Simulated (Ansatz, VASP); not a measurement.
# In26Si8O55 in two plane-wave programs, part 2 of 2

Aim: how closely do two programs agree when they are given the same cell, functional and k mesh? The structure shown is frame 43 of Ansatz's trajectory.

VASP 6.6.1 and Ansatz 0.2.0.

So far: Starting point; Ansatz: dynamics, PBEsol.

### Step 3. VASP: single point, PBEsol

Level of this step: PBEsol; plane waves and PAW (In_d, Si, O) (VASP).

The same cell, functional, mesh and smearing now go to VASP, with its own data sets.

Lines of VASP's logs that name or quote its potential files are left out, and so is its time.

Contents of INCAR:

```
SYSTEM = In26Si8O55
PREC = Accurate
ENCUT = 520
EDIFF = 1E-06
NELM = 120
ISMEAR = 0
SIGMA = 0.05
LREAL = Auto
ALGO = Normal
GGA = PS
NBANDS = 416
LORBIT = 11
LWAVE = .FALSE.
LCHARG = .FALSE.
ISIF = 2
LASPH = .TRUE.
GGA_COMPAT = .FALSE.
EFERMI = MIDGAP
NCORE = 2
```

Contents of POSCAR:

```
In26Si8O55
1.0
   10.7789600000      0.0000000000      0.0000000000
    0.0000000000     10.7789600000      0.0000000000
    0.0000000000      0.0000000000     10.7789600000
In Si O
26 8 55
Direct
    0.5384007362      0.4392631571      0.2660924616
    0.3446900258      0.6886842515      0.5463235785
    0.4364521253      0.6787760600      0.9192259736
    0.8837494526      0.1210506394      0.6392360673
    0.5905671790      0.1802585778      0.7682744903
    0.1374622413      0.6652868180      0.0677152527
    0.7892505399      0.6200969296      0.4154575209
    0.2426764734      0.3646826781      0.0535858747
    0.6613996155      0.7924790518      0.2352174978
    0.3228140748      0.9038163237      0.7274820576
    0.1005848431      0.6067282929      0.3779863735
    0.4668168358      0.0532240587      0.2879313032
    0.2239548157      0.5174432413      0.7655005678
    0.0613417250      0.3849350958      0.5528269889
    0.6774494014      0.2423981534      0.0554877279
    0.9316854316      0.3224244268      0.8663544535
    0.6607873116      0.8949008068      0.9001610545
    0.6240212414      0.9015897638      0.5616775644
    0.7471963900      0.3700820858      0.5361092350
    0.7457212941      0.5666502149      0.0401522967
    0.1550520644      0.0630209222      0.4798422111
    0.0265702814      0.9529026919      0.8783500449
    0.9730623363      0.3728374537      0.1908532920
    0.3842671278      0.0478432057      0.9679505258
    0.7554717709      0.1269881324      0.3085362595
    0.2566945234      0.2103820777      0.7634038905
    0.6973307258      0.6473351789      0.7487364273
    0.9243006746      0.9057088996      0.1177571862
    0.0143520340      0.8428549693      0.5758718837
    0.9700286484      0.6814664866      0.8006431047
    0.3783481894      0.7314898654      0.2292521728
    0.4494218366      0.4096591879      0.5859377899
    0.3057901690      0.3004000386      0.3622612942
    0.1436223903      0.0937567261      0.1719182556
    0.7230196605      0.2927184070      0.8731640158
    0.8424374893      0.2364049964      0.1748498928
    0.8101152616      0.9465755509      0.2093337391
    0.6318698650      0.7418804783      0.0255033881
    0.0354672436      0.0197885510      0.0898695236
    0.6911149128      0.4543295457      0.3689224192
    0.0031821252      0.7826172469      0.1580300882
    0.3315625997      0.1503948433      0.3950288340
    0.6232233908      0.0157250792      0.4023764816
    0.4739325501      0.5566770820      0.5727825319
    0.5857893526      0.1938777025      0.2249567676
    0.9539510305      0.8075639950      0.7097066878
    0.1135731091      0.2419713961      0.1357459347
    0.9032132970      0.3351714822      0.6660104500
    0.8611777017      0.9032132970      0.9703255231
    0.1862795669      0.5586345993      0.5508787490
    0.9628108834      0.9780257093      0.5293924460
    0.3610088543      0.3442447138      0.2248639943
    0.7301724842      0.5722722786      0.6229729028
    0.9610018035      0.1236019059      0.8120820562
    0.4175263662      0.3709356005      0.4417309277
    0.2764552424      0.5414529788      0.9643323660
    0.1660271492      0.8810126394      0.5902610270
    0.6938981126      0.7809380497      0.4288539896
    0.2877643112      0.0473607843      0.1367849960
    0.9414173538      0.4824213097      0.4133608437
    0.9865051916      0.7413423930      0.4688578490
    0.8396728441      0.1996482035      0.4616679160
    0.3592276064      0.2354958178      0.9439871750
    0.9162108404      0.4526317938      0.0166342579
    0.7853355055      0.6498771681      0.2172844133
    0.5931555549      0.5824309581      0.8437455933
    0.5695169107      0.3200587070      0.6145769165
    0.4130918011      0.0964100433      0.7357574386
    0.7036671441      0.0389091341      0.6829694145
    0.6695172818      0.7957168410      0.7330948440
    0.4507484952      0.8757987784      0.8896312817
    0.3182589044      0.6938146166      0.7541265577
    0.4224526299      0.8724496612      0.5617610604
    0.4855106615      0.6256911613      0.2369152497
    0.0604603784      0.7486250993      0.9051522596
    0.0305966438      0.5500530663      0.7561397389
    0.1666580078      0.3432705938      0.3833672265
    0.3520562281      0.3796655707      0.6992789657
    0.8277700261      0.6510646667      0.8440424679
    0.1372303079      0.3513325961      0.8558525127
    0.4632543399      0.8613632484      0.2388634896
    0.2721783920      0.7299127189      0.3468330896
    0.2102243630      0.0105576048      0.8417324120
    0.6287805131      0.4309692215      0.0957235206
    0.5910588777      0.0704891752      0.9497205667
    0.1334637108      0.2028024967      0.6049934316
    0.1152986930      0.5197347425      0.1925881532
    0.3141583233      0.7472798860      0.0943597527
    0.0965120939      0.0587626265      0.3069034489
```

Contents of KPOINTS:

```
Automatic mesh
0
Gamma
1 1 1
0 0 0
```

The projector-augmented-wave data sets are In_d, Si and O (PBE family, release 64).

Command:

```
> mpirun -np 8 vasp_gam
```

Numbers of over 12 decimals in the logs are rounded to 6 here.

Log:

```text
[banner, memory and clock lines left out]
running    8 mpi-ranks, on    1 nodes
[...]
|                                                                             |
|               ----> ADVICE to this user running VASP <----                  |
|                                                                             |
|     You enforced a specific xc type in the INCAR file but a different       |
|     [... a line on the potential file left out ...]
|     I HOPE YOU KNOW WHAT YOU ARE DOING!                                     |
|                                                                             |

 LDA part: xc-table for (Slater+PW92), standard interpolation
 POSCAR, INCAR and KPOINTS ok, starting setup
[...]
entering main loop
       N       E                     dE             d eps       ncg     rms          rms(c)
DAV:   1     0.161946750204E+05    0.16195E+05   -0.30325E+05   832   0.248E+03
DAV:   2     0.401890157897E+04   -0.12176E+05   -0.11702E+05   840   0.772E+02
DAV:   3     0.100750128305E+03   -0.39182E+04   -0.36304E+04   848   0.356E+02
DAV:   4    -0.620115109984E+03   -0.72087E+03   -0.70158E+03  1160   0.153E+02
[...]
DAV:  17    -0.566107497830E+03   -0.25901E-05   -0.19211E-05  1120   0.262E-02    0.108E-02
DAV:  18    -0.566107498862E+03   -0.10324E-05   -0.13108E-05  1096   0.994E-03    0.921E-03
DAV:  19    -0.566107498770E+03    0.92448E-07   -0.17048E-06   560   0.438E-03
   1 F= -.56610750E+03 E0= -.56610750E+03  d E =-.110194E-12
```

OUTCAR, selected parts (step 3):

```text
  FREE ENERGIE OF THE ION-ELECTRON SYSTEM (eV)
  ---------------------------------------------------
  free  energy   TOTEN  =      -566.1074987696 eV

  energy  without entropy=     -566.1074987696  energy(sigma->0) =     -566.10749877
```

The run ends at a pressure of -5.64 GPa, with forces up to 2.3 eV/Å.

### Step 4. Side by side

Known differences besides the potentials themselves: the cutoff is 420 eV in Ansatz and 520 eV in VASP (PREC = Accurate, projectors in real space); Ansatz makes its cores anew for this functional, VASP keeps those of its PBE data sets. Total energies have different zeros and are not compared.

Forces on 10 of the 89 atoms, those with the largest forces and the largest differences (eV/Å; atoms numbered as in POSCAR):

```csv
atom,"Ansatz x, y, z","VASP x, y, z"
In8,"1.474, -0.453, -1.047","1.483, -0.446, -1.041"
Si27,"-0.510, -1.457, 0.900","-0.501, -1.477, 0.940"
Si29,"0.997, 0.654, -1.982","0.979, 0.662, -1.977"
Si31,"0.105, 0.798, 1.286","0.102, 0.814, 1.323"
O39,"-0.668, -1.041, -1.103","-0.695, -1.072, -1.133"
O40,"0.611, -0.463, 1.524","0.625, -0.471, 1.526"
O41,"0.044, 0.379, -0.394","0.106, 0.299, -0.362"
O53,"0.691, -0.165, -0.546","0.729, -0.222, -0.638"
O62,"-0.330, 1.122, 1.023","-0.302, 1.133, 1.038"
O77,"-0.933, 0.231, 0.630","-1.046, 0.269, 0.636"
```

The forces differ by 30 meV/Å r.m.s., which is 5.8 % of the r.m.s. force of 0.530 eV/Å (both taken over all components).

### Step 5. Summary of results

- r.m.s. force difference (single point, PBEsol): 5.8 % of the r.m.s. force

**Reading.** The r.m.s. force difference is 5.8 % of the r.m.s. force (single point, PBEsol), beyond the 3 % picked in this series as the mark of a large difference. What causes the difference of the single point, PBEsol pair stays open here. 2 further runs of this series are not shown here. How closely two codes agree says nothing of how well the functional describes the real material.

[Lines on the potential files, build, host, timing and source positions are cut from VASP's logs without a mark.]

[Logs are printed without paths, hosts, clocks, repeated set-up lines and the standing remarks that a program may print on its own settings, such as how far it seeks lower states.]

[Hosts, paths, dates, database ids (printed as entryN), source tags and the programs' standing remarks are cut or masked in the printed files.]
